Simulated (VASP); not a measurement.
A convergence study with VASP on Zr (hcp): one setting is varied, all else stays as given below, so the limit is that of these other settings. Each run relaxes cell and ions from the cell shown.

```
CELL_PARAMETERS angstrom
      1.61500    -2.79726     0.00000
      1.61500     2.79726     0.00000
      0.00000     0.00000     5.15000
ATOMIC_POSITIONS crystal
  Zr 0.33333 0.66667 0.25000
  Zr 0.66667 0.33333 0.75000
```

Calculation: PBE GGA, VASP's PBE PAW potentials (set 64) (plane waves; VASP). The tightest run used: 550 eV cut-off, 18×18×10 Γ-centred mesh, first-order Methfessel-Paxton smearing of 0.10 eV, potentials Zr_sv.

Problem. The settings run are 2×2×1 mesh; 3×3×2 mesh; 4×4×2 mesh; 5×5×3 mesh; 6×6×3 mesh; 7×7×4 mesh; 8×8×4 mesh; 9×9×5 mesh; 10×10×5 mesh; 12×12×6 mesh; 13×13×7 mesh; 14×14×7 mesh; 15×15×8 mesh; 16×16×9 mesh; 17×17×9 mesh; 18×18×10 mesh. From which on does the relaxed volume stay within 0.05 Å³/atom of the tightest run?

Solution. From 9×9×5 mesh on: it is off by 0.002 there and by no more than 0.05 in any finer run, while 8×8×4 mesh is off by 0.075.
```tsv
setting	relaxed volume (Å³/atom)	E (eV/atom)	irreducible k-points	difference judged (Å³/atom)
2×2×1 mesh	22.559	-9.4079	2	0.839
3×3×2 mesh	22.924	-8.5713	6	0.474
4×4×2 mesh	23.553	-8.4862	8	0.156
5×5×3 mesh	23.420	-8.5214	10	0.023
6×6×3 mesh	23.430	-8.4850	14	0.032
7×7×4 mesh	23.403	-8.5166	24	0.006
8×8×4 mesh	23.473	-8.5273	30	0.075
9×9×5 mesh	23.396	-8.5229	36	0.002
10×10×5 mesh	23.370	-8.5234	42	0.028
12×12×6 mesh	23.416	-8.5196	76	0.018
13×13×7 mesh	23.384	-8.5196	84	0.014
14×14×7 mesh	23.386	-8.5210	96	0.012
15×15×8 mesh	23.383	-8.5204	135	0.014
16×16×9 mesh	23.394	-8.5211	150	0.004
17×17×9 mesh	23.386	-8.5206	165	0.011
18×18×10 mesh	23.398	-8.5200	222	0.000
```

Left out are rungs that failed or repeat a setting and relaxations that didn't move; long series are thinned to 24 rows.

The compound is Zr in the hcp structure.
